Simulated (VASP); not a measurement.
MgSiC2: band structure with PBE+dDsC

Crystal: MgSiC2.

```
Mg Si C
1.0
     2.98636    0.00000    0.00000
    -1.49318    2.58626    0.00000
     0.00000    0.00000   15.58653
Mg Si C
3 3 6
Direct
  0.33333 0.66667 0.16667
  0.66667 0.33333 0.83333
  0.00000 0.00000 0.50000
  0.00000 0.00000 0.00000
  0.66667 0.33333 0.33333
  0.33333 0.66667 0.66667
  0.00000 0.00000 0.26476
  0.00000 0.00000 0.73524
  0.66667 0.33333 0.59809
  0.66667 0.33333 0.06857
  0.33333 0.66667 0.93143
  0.33333 0.66667 0.40191
```

The cell was built by a generator and needn't be a form met in nature.

* Program: VASP 6.6.1
* Task: band structure
* Functional: PBE
* Dispersion: dDsC
* Potentials or basis: VASP PAW PBE potentials, release 64 (Mg, Si, C)
* Cutoff: 520 eV
* k mesh: 10 × 10 × 2
* Occupations: gaussian, width 0.1 eV
* Spin: no spin polarisation
* Further INCAR settings: LASPH = False; ALGO = VeryFast; EDIFF = 1e-07

```json
{
 "Band gap along the path": "none (metal or under the smearing width)",
 "Dispersion energy per atom": "-0.247 eV"
}
```

Levels at the corners of the path, in eV from the Fermi level:
```
point  band 19  band 20  band 21  band 22  band 23  band 24
    Γ     0.79     0.79     0.79     0.92     0.92     1.09
    M    -1.25    -1.25     0.00     0.21     0.21     0.40
    M    -1.25    -1.25     0.00     0.21     0.21     0.40
    K    -0.95    -0.95    -0.95    -0.48    -0.48    -0.48
    K    -0.95    -0.95    -0.95    -0.48    -0.48    -0.48
    Γ     0.79     0.79     0.79     0.92     0.92     1.09
    Γ     0.79     0.79     0.79     0.92     0.92     1.09
    A     0.74     0.74     0.88     0.88     0.88     0.88
    A     0.74     0.74     0.88     0.88     0.88     0.88
    L    -1.89    -0.39    -0.39     0.15     0.33     0.33
    L    -1.89    -0.39    -0.39     0.15     0.33     0.33
    H    -0.80    -0.80    -0.80    -0.63    -0.63    -0.63
    H    -0.80    -0.80    -0.80    -0.63    -0.63    -0.63
    A     0.74     0.74     0.88     0.88     0.88     0.88
    L    -1.89    -0.39    -0.39     0.15     0.33     0.33
    M    -1.25    -1.25     0.00     0.21     0.21     0.40
    K    -0.95    -0.95    -0.95    -0.48    -0.48    -0.48
    H    -0.80    -0.80    -0.80    -0.63    -0.63    -0.63
```

It took 3.3 min on 1 thread of Intel(R) Xeon(R) 6975P-C (Granite Rapids), on a shared host, peak memory 0.42 GiB.

Caveat: the log is that of the step along the path at fixed density, whose energy, stress, charges and moments have no meaning.
